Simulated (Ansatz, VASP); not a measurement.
# Cross-check of Ge (Germanium) between VASP and Ansatz, part 2 of 2

One calculation is typed for both programs; each brings its own data sets and cutoff. How far apart do they land? The cell is taken from a series of VASP runs on this material, whose earlier steps may have relaxed, scaled or displaced it; both programs get it as it stands.

VASP 6.6.1 and Ansatz 0.2.0.

So far: Set-up; VASP: zone-centre phonons, PBEsol; Ansatz: zone-centre phonons, PBEsol; Comparison.

## Step 5: VASP: zone-centre phonons, PBE

Level of this step: PBE; plane waves and PAW (Ge_d) (VASP).

Second derivatives magnify differences that forces hide, and they need a tight electronic threshold. The cell compared in this pair holds 47.54 Å³, against 45.45 Å³ for the pair before.

File INCAR:

```
SYSTEM = Ge
PREC = Accurate
ENCUT = 450
EDIFF = 1E-08
NELM = 100
ISMEAR = 0
SIGMA = 0.05
LREAL = .FALSE.
ALGO = Normal
GGA = PE
NBANDS = 20
LORBIT = 11
LWAVE = .FALSE.
LCHARG = .FALSE.
KPAR = 4
IBRION = 8
ISIF = 2
```

File POSCAR:

```
Ge
1.0
    0.0000000000      2.8752015507      2.8752015507
    2.8752015507      0.0000000000      2.8752015507
    2.8752015507      2.8752015507      0.0000000000
Ge
2
Direct
    0.7500000000      0.7500000000      0.7500000000
    0.5000000000      0.5000000000      0.5000000000
```

File KPOINTS:

```
Automatic mesh
0
Gamma
10 10 10
0 0 0
```

PAW data sets: Ge_d (PBE family, release 64).

Command:

```console
mpirun -np 4 vasp_std
```

Numbers of over 12 decimals in the logs are rounded to 6 here.

What it wrote:

```text
[banner, memory and clock lines left out]
running    4 mpi-ranks, on    1 nodes
[...]
LDA part: xc-table for (Slater+PW92), standard interpolation
 POSCAR, INCAR and KPOINTS ok, starting setup
[...]
entering main loop
       N       E                     dE             d eps       ncg     rms          rms(c)
DAV:   1     0.176972408042E+03    0.17697E+03   -0.13922E+04  2000   0.351E+03
DAV:   2     0.154995944730E+02   -0.16147E+03   -0.15723E+03  1880   0.549E+02
DAV:   3    -0.833365465886E+01   -0.23833E+02   -0.23686E+02  2096   0.140E+02
DAV:   4    -0.909252499488E+01   -0.75887E+00   -0.75845E+00  2140   0.298E+01
[...]
DAV:  12    -0.903235266209E+01   -0.91984E-07   -0.54598E-07  2376   0.141E-02    0.403E-04
DAV:  13    -0.903235258674E+01    0.75341E-07   -0.31725E-08  1988   0.203E-03    0.136E-04
DAV:  14    -0.903235258507E+01    0.16726E-08   -0.25837E-09  1292   0.531E-04
   1 F= -.90323526E+01 E0= -.90322809E+01  d E =-.143413E-03
 Linear response reoptimize wavefunctions to high precision
DAV:   1    -0.903235258959E+01   -0.45202E-08   -0.34263E-10  1196   0.238E-04
DAV:   2    -0.903235258954E+01    0.49113E-10   -0.87120E-11  1116   0.107E-04
 Linear response DOF=           1
 Linear response progress:
  Degree of freedom:   1/  1
       N       E                     dE             d eps       ncg     rms          rms(c)
RMM:   1    -0.186696786714E+00   -0.18670E+00    0.79130E+00  8414   0.436E+01
RMM:   2    -0.193762466211E+00   -0.70657E-02   -0.12263E-02 11118   0.103E+00    0.698E-02
RMM:   3    -0.193800636929E+00   -0.38171E-04   -0.88215E-04 11678   0.306E-01    0.408E-02
RMM:   4    -0.193715002050E+00    0.85635E-04   -0.34550E-05 12444   0.773E-02    0.452E-03
[...]
RMM:  12    -0.193728191745E+00   -0.24485E-07    0.99849E-09 13762   0.545E-05    0.223E-06
RMM:  13    -0.193728210525E+00   -0.18780E-07    0.22163E-09 13332   0.429E-05    0.459E-07
RMM:  14    -0.193728215392E+00   -0.48673E-08   -0.71836E-09 12441   0.370E-05    0.527E-08
 first order change of Fermi-energy   0.11490E-03
 force on displaced ion       1 direction 1 :  -9.664  -0.000  -0.000
 Linear response finished
```

From OUTCAR (step 5):

```text
  Total        0.0012111      0.0012111      0.0012111      0.0000000      0.0000000      0.0000000
  in kB        0.0408168      0.0408168      0.0408168      0.0000000      0.0000000      0.0000000
  external PRESSURE =       0.0408168 kB  Pullay stress =       0.0000000 kB

 POSITION                                       TOTAL-FORCE (eV/Angst)
 -----------------------------------------------------------------------------------
      4.31280      4.31280      4.31280         0.000000      0.000000      0.000000
      2.87520      2.87520      2.87520        -0.000000     -0.000000     -0.000000
 -----------------------------------------------------------------------------------
    total drift:                                0.000000      0.000000      0.000000

[... 1 part as in an earlier step ...]

[... 1 further part left out ...]
```

## Step 6: Ansatz: zone-centre phonons, PBE

The same cell, functional, mesh and smearing now go to Ansatz, which takes its cutoff from its data sets.

The cell is taken from a series of VASP runs on this material, whose earlier steps may have relaxed, scaled or displaced it; both programs get it as it stands.

File input.yaml:

```yaml
crystal:
  lattice:
    - [0.0, 2.8752015507, 2.8752015507]
    - [2.8752015507, 0.0, 2.8752015507]
    - [2.8752015507, 2.8752015507, 0.0]
  atoms:
    - { symbol: Ge, position: [0.75, 0.75, 0.75] }
    - { symbol: Ge, position: [0.5, 0.5, 0.5] }
hamiltonian:
  xc: pbe
  pseudopotentials: { kind: paw }
kpoints:
  mp_grid: { grid: [10, 10, 10] }
scf:
  occupations: { method: gaussian, width: 0.05 }
phonons:
  method: dfpt
  qpoints: [[0, 0, 0]]
```

Command:

```console
ansatz run input.yaml --threads 4 --pin off --max-ram 9216MiB --backend cpu --events-out ev --progress --plain --runs-dir out
```

What it wrote:

```text
[...]
Crystal: 2 atoms, lattice volume = 47.537 Å³
Basis set: ecut = 420 eV, 941 PW (Γ), exchange–correlation on 64×64×64 points (8 copies of the dense FFT grid, shifted against one another)
Bands: 18, of which v1, the nominal top of the filled ones, is band 14 counted from 1 (13 counted from 0)
Symmetry: 48 space group operations
k-points: 102 of 1000 (irreducible under 8 space group operations, time reversal used)
[...]
k-point 2: bands = [... 10 lower, -4.0067, 4.1472, 7.3137, 7.3137, 8.6218, 11.3037, 11.3037, 12.4454]
  k-point 101: bands = [... 10 lower, -0.6871, -0.6871, 4.3288, 4.3288, 11.2421, 11.2421, 13.5350, 13.5350]
[...]
ASR residual: 2.242e-5 → 0.000e0 eV/Å²; symmetrization residual: 1.055e-12 eV/Å²
  ASR residual per site (eV/Å²): 2.24e-5 2.24e-5
  Γ frequencies (cm⁻¹): 0.00 0.00 0.00 267.54 267.54 267.54
[...]
--- Phonons (arbitrary-q DFPT): 1 explicit q-point ---
[...]
[key lines of the parts left out:]
SCF converged after 7 iterations
Free energy (F): -8589.964554 eV
Fermi energy:    7.944597 eV
```

Elapsed: 3.8 s, on 4 threads of Arm Neoverse V2, shared host; peak memory 0.6 GiB.

## Step 7: Comparison

The two programs side by side:

```csv
quantity,Ansatz,VASP,difference
optical mode 1 to 3 (cm⁻¹),267.5,269.0,-0.56 %
```

Modes are paired by rising frequency and degeneracy, not by their patterns, so a pair may still set unlike modes beside each other.

## Step 8: Outcome

```
r.m.s. difference of the optical zone-centre modes, each program's sorted by frequency (zone-centre phonons, PBEsol) : 0.93 cm⁻¹
r.m.s. difference of the optical zone-centre modes, each program's sorted by frequency (zone-centre phonons, PBE)    : 1.5 cm⁻¹
difference in optical mode 1 to 3 (zone-centre phonons, PBE)                                                         : -0.6 %
```

**Reading.** The r.m.s. difference of the optical zone-centre modes, each program's sorted by frequency is 0.93 cm⁻¹ (zone-centre phonons, PBEsol). Among the rows given in per cent, the largest difference of the zone-centre phonons, PBE pair is in optical mode 1 to 3, -0.6 %. Such differences can come from data sets, numerical settings and the points named under the comparisons, not from the functional's error against experiment.

[Lines on the potential files, build, host, timing and source positions are cut from VASP's logs without a mark.]

[Logs are printed without paths, hosts, clocks, repeated set-up lines and the standing remarks that a program may print on its own settings, such as how far it seeks lower states.]

[Hosts, paths, dates, database ids (printed as entryN), source tags and the programs' standing remarks are cut or masked in the printed files.]
